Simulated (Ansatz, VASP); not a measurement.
# SbAs in two plane-wave programs

Wanted: the spread between two codes on one cell, functional and k mesh. The cell is generated by rule, not measured, and may not be a known phase. The cell is taken from a series of runs on this material, whose earlier steps may have relaxed, scaled, displaced or heated it; both programs get it as it stands.

Method: plane waves, with VASP 6.6.1 beside it; zone-centre phonons at PBEsol, in Ansatz 0.2.0.

The structure was built from a prototype and need not be the compound's stable phase.

### Step 1. Starting point

Symmetry: P4/nmm, No. 129, tetragonal system. The conventional cell has a = 5.031 Å, b = 5.031 Å, c = 3.718 Å, α = 90.00°, β = 90.00°, γ = 90.00°. Sb has 4 As at 2.86 Å nearest. Nearest to As lie 4 Sb at 2.86 Å. Farther neighbours are not listed.

Coordinates:

```cif
data_structure
_symmetry_space_group_name_H-M 'P4/nmm:1'
_symmetry_Int_Tables_number 129
_cell_length_a 5.0305
_cell_length_b 5.0305
_cell_length_c 3.7185
_cell_angle_alpha 90.000
_cell_angle_beta 90.000
_cell_angle_gamma 90.000
_cell_volume 94.10
loop_
_atom_site_label
_atom_site_type_symbol
_atom_site_symmetry_multiplicity
_atom_site_Wyckoff_symbol
_atom_site_fract_x
_atom_site_fract_y
_atom_site_fract_z
_atom_site_occupancy
Sb1 Sb 2 a 0.50000 0.50000 0.00000 1
As1 As 2 c 0.00000 0.50000 0.63661 1
```

### Step 2. VASP: zone-centre phonons, PBEsol

Second derivatives magnify differences that forces hide, and they need a tight electronic threshold.

Lines of VASP's logs that name or quote its potential files are left out, and so is its time.

File INCAR:

```
SYSTEM = SbAs
PREC = Accurate
ENCUT = 500
EDIFF = 1E-08
NELM = 120
ISMEAR = 1
SIGMA = 0.15
LREAL = .FALSE.
ALGO = Normal
GGA = PS
NBANDS = 16
LORBIT = 11
LWAVE = .FALSE.
LCHARG = .FALSE.
ISIF = 2
IBRION = 8
LASPH = .TRUE.
GGA_COMPAT = .FALSE.
KPAR = 2
```

File POSCAR:

```
SbAs
1.0
   -3.7184705133      0.0000000000      0.0000000000
    0.0000000000     -3.5571303809     -3.5571303809
    0.0000000000     -3.5571303809      3.5571303809
Sb As
2 2
Direct
    0.0000000000      0.5000000000      0.5000000000
    0.0000000000      0.0000000000      0.0000000000
    0.6366128710      0.0000000000      0.5000000000
    0.3633871290      0.5000000000      0.0000000000
```

File KPOINTS:

```
Automatic mesh
0
Gamma
10 8 8
0 0 0
```

PAW data sets: Sb and As (PBE family, release 64).

Run with:

```sh
mpirun -np 2 vasp_std
```

Numbers of over 12 decimals in the logs are rounded to 6 here.

Output:

```text
[banner, memory and clock lines left out]
running    2 mpi-ranks, on    1 nodes
 distrk:  each k-point on    1 cores,    2 groups
 distr:  one band on    1 cores,    1 groups

 POSCAR found type information on POSCAR SbAs
 POSCAR found :  2 types and       4 ions
|                                                                             |
|               ----> ADVICE to this user running VASP <----                  |
|                                                                             |
|     You enforced a specific xc type in the INCAR file but a different       |
|     [... a line on the potential file left out ...]
|     I HOPE YOU KNOW WHAT YOU ARE DOING!                                     |
|                                                                             |

 LDA part: xc-table for (Slater+PW92), standard interpolation
 POSCAR, INCAR and KPOINTS ok, starting setup
 FFT: planning ... GRIDC
 FFT: planning ... GRID_SOFT
 FFT: planning ... GRID
 WAVECAR not read
 entering main loop
       N       E                     dE             d eps       ncg     rms          rms(c)
DAV:   1     0.768521997263E+02    0.76852E+02   -0.71213E+03  2880   0.973E+02
DAV:   2    -0.138398504604E+02   -0.90692E+02   -0.87751E+02  3976   0.160E+02
DAV:   3    -0.185636533553E+02   -0.47238E+01   -0.46717E+01  3592   0.409E+01
DAV:   4    -0.186048461400E+02   -0.41193E-01   -0.41164E-01  3248   0.440E+00
DAV:   5    -0.186052370992E+02   -0.39096E-03   -0.39095E-03  3520   0.456E-01    0.413E+00
DAV:   6    -0.184873125752E+02    0.11792E+00   -0.23090E-01  2968   0.217E+00    0.250E+00
DAV:   7    -0.184784617068E+02    0.88509E-02   -0.55925E-02  3352   0.116E+00    0.704E-01
DAV:   8    -0.184759017495E+02    0.25600E-02   -0.49617E-03  2968   0.375E-01    0.183E-01
DAV:   9    -0.184757179672E+02    0.18378E-03   -0.96019E-04  3136   0.199E-01    0.784E-02
DAV:  10    -0.184757151038E+02    0.28634E-05   -0.52950E-05  3144   0.419E-02    0.439E-02
DAV:  11    -0.184757100075E+02    0.50963E-05   -0.18329E-05  3072   0.203E-02    0.989E-03
DAV:  12    -0.184757089984E+02    0.10091E-05   -0.25064E-06  3024   0.101E-02    0.517E-03
DAV:  13    -0.184757088696E+02    0.12875E-06   -0.11379E-07  3264   0.186E-03    0.220E-03
DAV:  14    -0.184757089490E+02   -0.79356E-07   -0.54950E-08  2888   0.107E-03    0.344E-04
DAV:  15    -0.184757089217E+02    0.27220E-07   -0.79076E-09  1568   0.505E-04    0.209E-04
DAV:  16    -0.184757089359E+02   -0.14124E-07   -0.16418E-09  1544   0.228E-04    0.754E-05
DAV:  17    -0.184757089402E+02   -0.42945E-08   -0.56076E-10  1520   0.131E-04
   1 F= -.18475709E+02 E0= -.18475176E+02  d E =-.159853E-02
 Linear response reoptimize wavefunctions to high precision
DAV:   1    -0.184757089416E+02   -0.14514E-08   -0.76634E-11  1528   0.591E-05
DAV:   2    -0.184757089416E+02   -0.21828E-10   -0.16634E-11  1504   0.277E-05
 Linear response DOF=           4
 Linear response progress:
  Degree of freedom:   1/  4
       N       E                     dE             d eps       ncg     rms          rms(c)
RMM:   1    -0.237426212390E-01   -0.23743E-01   -0.73450E-03  8638   0.113E+00
RMM:   2    -0.218193700870E-01    0.19233E-02   -0.18265E-03  7411   0.246E-01    0.359E-02
RMM:   3    -0.217225918765E-01    0.96778E-04   -0.44783E-05  7485   0.369E-02    0.202E-02
RMM:   4    -0.216540067361E-01    0.68585E-04   -0.53131E-08  7531   0.962E-03    0.983E-03
RMM:   5    -0.216079256910E-01    0.46081E-04    0.12713E-08  7481   0.660E-03    0.127E-03
RMM:   6    -0.216095200329E-01   -0.15943E-05   -0.42023E-07  7592   0.149E-03    0.215E-04
RMM:   7    -0.216098665162E-01   -0.34648E-06   -0.54989E-08  7676   0.236E-04    0.108E-04
RMM:   8    -0.216099513880E-01   -0.84872E-07    0.84858E-09  7763   0.917E-05    0.139E-05
RMM:   9    -0.216099438645E-01    0.75236E-08    0.30433E-09  7980   0.149E-05    0.745E-06
 first order change of Fermi-energy   0.25219E-04
 force on displaced ion       1 direction 1 :  -1.769   0.000   0.000
 Linear response progress:
  Degree of freedom:   2/  4
       N       E                     dE             d eps       ncg     rms          rms(c)
RMM:   1    -0.298757810796E-01   -0.29876E-01    0.23029E-02 11869   0.119E+00
RMM:   2    -0.284390348982E-01    0.14367E-02   -0.23326E-03  9350   0.260E-01    0.444E-02
RMM:   3    -0.283537342394E-01    0.85301E-04   -0.11601E-04  9411   0.389E-02    0.257E-02
RMM:   4    -0.282557075977E-01    0.98027E-04   -0.86944E-06  9336   0.187E-02    0.310E-03
RMM:   5    -0.282553881106E-01    0.31949E-06   -0.67642E-06  9627   0.302E-03    0.115E-03
RMM:   6    -0.282581605509E-01   -0.27724E-05   -0.25749E-06  9364   0.127E-03    0.149E-04
RMM:   7    -0.282577037242E-01    0.45683E-06   -0.22140E-07  9742   0.218E-04    0.864E-05
RMM:   8    -0.282575636792E-01    0.14004E-06   -0.82625E-08  9679   0.768E-05    0.129E-05
RMM:   9    -0.282574950525E-01    0.68627E-07    0.27626E-09 10021   0.150E-05    0.460E-06
RMM:  10    -0.282574887759E-01    0.62767E-08    0.68472E-09  9669   0.456E-06    0.104E-06
 first order change of Fermi-energy  -0.30005E-04
 force on displaced ion       1 direction 2 :   0.000  -3.332  -0.000
 Linear response progress:
  Degree of freedom:   3/  4
       N       E                     dE             d eps       ncg     rms          rms(c)
RMM:   1    -0.421293205709E-01   -0.42129E-01    0.39676E-02  6258   0.104E+00
RMM:   2    -0.406096639354E-01    0.15197E-02   -0.14736E-03  4388   0.219E-01    0.478E-02
RMM:   3    -0.406022110499E-01    0.74529E-05   -0.60295E-05  4480   0.385E-02    0.279E-02
RMM:   4    -0.405883625918E-01    0.13848E-04    0.32818E-05  4537   0.156E-02    0.120E-02
RMM:   5    -0.406033224625E-01   -0.14960E-04    0.21333E-05  4502   0.865E-03    0.267E-03
RMM:   6    -0.406137621747E-01   -0.10440E-04   -0.81023E-07  4572   0.165E-03    0.740E-04
RMM:   7    -0.406158635655E-01   -0.21014E-05   -0.12368E-06  4506   0.552E-04    0.127E-04
RMM:   8    -0.406150877234E-01    0.77584E-06    0.30851E-07  4697   0.131E-04    0.362E-05
RMM:   9    -0.406150856433E-01    0.20802E-08   -0.16440E-08  4747   0.238E-05    0.182E-05
 first order change of Fermi-energy   0.11686E+00
 force on displaced ion       3 direction 1 :  -3.009   0.000  -0.000
 Linear response progress:
  Degree of freedom:   4/  4
       N       E                     dE             d eps       ncg     rms          rms(c)
RMM:   1    -0.488676984647E-01   -0.48868E-01    0.61457E-02 13786   0.111E+00
RMM:   2    -0.474367621921E-01    0.14309E-02   -0.21377E-03  9219   0.253E-01    0.451E-02
RMM:   3    -0.475132565374E-01   -0.76494E-04   -0.84149E-05  9322   0.379E-02    0.260E-02
RMM:   4    -0.475831682447E-01   -0.69912E-04   -0.21268E-06  9341   0.183E-02    0.436E-03
RMM:   5    -0.475849709137E-01   -0.18027E-05    0.17194E-06  9512   0.431E-03    0.106E-03
RMM:   6    -0.475813224948E-01    0.36484E-05    0.77644E-07  9536   0.672E-04    0.433E-04
RMM:   7    -0.475806951640E-01    0.62733E-06    0.14469E-07  9578   0.302E-04    0.590E-05
RMM:   8    -0.475807330998E-01   -0.37936E-07   -0.31736E-08  9895   0.459E-05    0.171E-05
RMM:   9    -0.475807046722E-01    0.28428E-07   -0.16708E-08  9837   0.169E-05    0.313E-06
RMM:  10    -0.475806879405E-01    0.16732E-07    0.67224E-09  8604   0.397E-06    0.748E-07
RMM:  11    -0.475806876102E-01    0.33026E-09    0.12786E-09  6141   0.169E-06    0.246E-07
 first order change of Fermi-energy   0.14180E-04
 force on displaced ion       3 direction 2 :   0.008  -2.108  -0.000
 Linear response finished
```

Parts of OUTCAR (step 2):

```text
ion  position               nearest neighbor table
   1  0.000  0.500  0.500-   3 2.86   4 2.86   4 2.86   3 2.86   2 3.56   2 3.56   2 3.56   2 3.56

  LATTYP: Found a simple tetragonal cell.
 ALAT       =     5.0305420278
 C/A-ratio  =     0.7391788982

 Subroutine GETGRP returns: Found 16 space group operations
 (whereof  8 operations were pure point group operations)

The static configuration has the point symmetry D_2d.
 The point group associated with its full space group is D_4h.

 Found     90 irreducible k-points:

   k-points           NKPTS =     90   k-points in BZ     NKDIM =     90   number of bands    NBANDS=     16

   dimension x,y,z NGX =    28 NGY =   40 NGZ =   40
   dimension x,y,z NGXF=    56 NGYF=   80 NGZF=   80

   ENCUT  =  500.0 eV  36.75 Ry    6.06 a.u.   6.78  9.17  9.17*2*pi/ulx,y,z

   NELECT =      20.0000    total number of electrons

 k-points in reciprocal lattice and weights: Automatic mesh
   0.00000000  0.00000000  0.00000000       0.002
   0.10000000  0.00000000  0.00000000       0.003
   0.20000000  0.00000000  0.00000000       0.003
   0.30000000  0.00000000  0.00000000       0.003
   0.40000000  0.00000000  0.00000000       0.003
   0.50000000  0.00000000  0.00000000       0.002
   0.00000000  0.12500000  0.00000000       0.006
   0.10000000  0.12500000  0.00000000       0.013
   0.20000000  0.12500000  0.00000000       0.013
[...]
0.40000000  0.50000000  0.50000000       0.003
   0.50000000  0.50000000  0.50000000       0.002

 average (electrostatic) potential at core
       1 -85.6900       2 -85.6900       3 -47.5208       4 -47.5208

  Total        0.0435998      0.0660915      0.0660915      0.0000000      0.0000000     -0.0000000
  in kB        0.7423365      1.1252846      1.1252846      0.0000000      0.0000000     -0.0000000
  external PRESSURE =       0.9976352 kB  Pullay stress =       0.0000000 kB

  energy-cutoff  :      500.00
  volume of cell :       94.10
      direct lattice vectors                 reciprocal lattice vectors
    -3.718470513  0.000000000  0.000000000    -0.268927775  0.000000000  0.000000000
     0.000000000 -3.557130381 -3.557130381     0.000000000 -0.140562742 -0.140562742
     0.000000000 -3.557130381  3.557130381     0.000000000 -0.140562742  0.140562742

 POSITION                                       TOTAL-FORCE (eV/Angst)
 -----------------------------------------------------------------------------------
      0.00000     -3.55713      0.00000         0.000000     -0.000000      0.000000
      0.00000      0.00000      0.00000         0.000000     -0.000000      0.000000
     -2.36723     -1.77857      1.77857         0.019845     -0.000000     -0.000000
     -1.35124     -1.77857     -1.77857        -0.019845      0.000000      0.000000
 -----------------------------------------------------------------------------------
    total drift:                               -0.000000     -0.000000      0.000000

 Eigenvectors and eigenvalues of the dynamical matrix
 ----------------------------------------------------

   1 f  =    3.765488 THz    23.659261 2PiTHz  125.603172 cm-1    15.572802 meV
             X         Y         Z           dx          dy          dz
      0.000000 -3.557130  0.000000     0.435491    0.000000   -0.000000
      0.000000  0.000000  0.000000     0.435491   -0.000000    0.000000
     -2.367226 -1.778565  1.778565    -0.557088    0.000000   -0.000000
     -1.351244 -1.778565 -1.778565    -0.557088   -0.000000   -0.000000

   2 f  =    3.428531 THz    21.542093 2PiTHz  114.363470 cm-1    14.179257 meV
             X         Y         Z           dx          dy          dz
      0.000000 -3.557130  0.000000    -0.000000   -0.000343    0.434617
      0.000000  0.000000  0.000000    -0.000000   -0.000343    0.434617
     -2.367226 -1.778565  1.778565     0.000000    0.000440   -0.557770
     -1.351244 -1.778565 -1.778565    -0.000000    0.000440   -0.557770

   3 f  =    3.428531 THz    21.542093 2PiTHz  114.363470 cm-1    14.179257 meV
             X         Y         Z           dx          dy          dz
      0.000000 -3.557130  0.000000     0.000000   -0.434617   -0.000343
      0.000000  0.000000  0.000000    -0.000000   -0.434617   -0.000343
     -2.367226 -1.778565  1.778565    -0.000000    0.557770    0.000440
     -1.351244 -1.778565 -1.778565     0.000000    0.557770    0.000440

   4 f  =    3.425780 THz    21.524812 2PiTHz  114.271728 cm-1    14.167882 meV
             X         Y         Z           dx          dy          dz
      0.000000 -3.557130  0.000000     0.000000   -0.571854    0.006283
      0.000000  0.000000  0.000000     0.000000    0.571854   -0.006283
     -2.367226 -1.778565  1.778565    -0.000000   -0.004569    0.415840
     -1.351244 -1.778565 -1.778565     0.000000    0.004569   -0.415840

   5 f  =    3.425780 THz    21.524812 2PiTHz  114.271728 cm-1    14.167882 meV
             X         Y         Z           dx          dy          dz
      0.000000 -3.557130  0.000000    -0.000000   -0.006283   -0.571854
      0.000000  0.000000  0.000000    -0.000000    0.006283    0.571854
     -2.367226 -1.778565  1.778565     0.000000    0.415840    0.004569
     -1.351244 -1.778565 -1.778565    -0.000000   -0.415840   -0.004569

   6 f  =    3.290743 THz    20.676345 2PiTHz  109.767355 cm-1    13.609411 meV
             X         Y         Z           dx          dy          dz
      0.000000 -3.557130  0.000000    -0.000000    0.000000   -0.000000
      0.000000  0.000000  0.000000    -0.000000    0.000000    0.000000
     -2.367226 -1.778565  1.778565    -0.707107   -0.000000   -0.000000
     -1.351244 -1.778565 -1.778565     0.707107   -0.000000   -0.000000

   7 f  =    1.907377 THz    11.984404 2PiTHz   63.623255 cm-1     7.888275 meV
             X         Y         Z           dx          dy          dz
      0.000000 -3.557130  0.000000     0.000000    0.415865    0.000000
      0.000000  0.000000  0.000000     0.000000   -0.415865    0.000000
     -2.367226 -1.778565  1.778565     0.000000    0.000000    0.571888
     -1.351244 -1.778565 -1.778565    -0.000000   -0.000000   -0.571888

   8 f  =    1.907377 THz    11.984404 2PiTHz   63.623255 cm-1     7.888275 meV
             X         Y         Z           dx          dy          dz
      0.000000 -3.557130  0.000000    -0.000000    0.000000    0.415865
      0.000000  0.000000  0.000000     0.000000    0.000000   -0.415865
     -2.367226 -1.778565  1.778565    -0.000000    0.571888   -0.000000
     -1.351244 -1.778565 -1.778565     0.000000   -0.571888    0.000000

   9 f  =    1.312698 THz     8.247924 2PiTHz   43.786889 cm-1     5.428880 meV
             X         Y         Z           dx          dy          dz
      0.000000 -3.557130  0.000000     0.707107   -0.000000    0.000000
      0.000000  0.000000  0.000000    -0.707107   -0.000000   -0.000000
     -2.367226 -1.778565  1.778565     0.000000    0.000000    0.000000
     -1.351244 -1.778565 -1.778565     0.000000   -0.000000    0.000000

  10 f/i=    0.006376 THz     0.040064 2PiTHz    0.212691 cm-1     0.026370 meV
             X         Y         Z           dx          dy          dz
      0.000000 -3.557130  0.000000     0.557088    0.000000    0.000000
      0.000000  0.000000  0.000000     0.557088    0.000000    0.000000
     -2.367226 -1.778565  1.778565     0.435491    0.000000    0.000000
     -1.351244 -1.778565 -1.778565     0.435491    0.000000    0.000000

  11 f/i=    0.011180 THz     0.070243 2PiTHz    0.372910 cm-1     0.046235 meV
             X         Y         Z           dx          dy          dz
      0.000000 -3.557130  0.000000    -0.000000    0.015320    0.557560
      0.000000  0.000000  0.000000    -0.000000    0.015320    0.557560
     -2.367226 -1.778565  1.778565    -0.000000    0.011938    0.434453
     -1.351244 -1.778565 -1.778565    -0.000000    0.011938    0.434453

  12 f/i=    0.011180 THz     0.070243 2PiTHz    0.372910 cm-1     0.046235 meV
             X         Y         Z           dx          dy          dz
      0.000000 -3.557130  0.000000     0.000000   -0.557560    0.015320
      0.000000  0.000000  0.000000     0.000000   -0.557560    0.015320
     -2.367226 -1.778565  1.778565     0.000000   -0.434453    0.011938
     -1.351244 -1.778565 -1.778565     0.000000   -0.434453    0.011938

 ELASTIC MODULI CONTR FROM IONIC RELAXATION (kBar)
 Direction    XX          YY          ZZ          XY          YZ          ZX
 --------------------------------------------------------------------------------
 XX        -311.7898   -266.4407   -266.4407     -0.0000      0.0000      0.0000
 YY        -266.4407   -227.6875   -227.6875     -0.0000      0.0000      0.0000
 ZZ        -266.4407   -227.6875   -227.6875     -0.0000      0.0000      0.0000
 XY          -0.0000     -0.0000     -0.0000    -62.2905      0.0000     -0.0000
 YZ           0.0000      0.0000      0.0000      0.0000  -2359.1342     -0.0000
 ZX           0.0000      0.0000      0.0000     -0.0000     -0.0000    -82.2671
 --------------------------------------------------------------------------------
```

(Continued in part 2 of 2.)

[Lines on the potential files, build, host, timing and source positions are cut from VASP's logs without a mark.]

[Logs are printed without paths, hosts, clocks, repeated set-up lines and the standing remarks that a program may print on its own settings, such as how far it seeks lower states.]

[Hosts, paths, dates, database ids (printed as entryN), source tags and the programs' standing remarks are cut or masked in the printed files.]
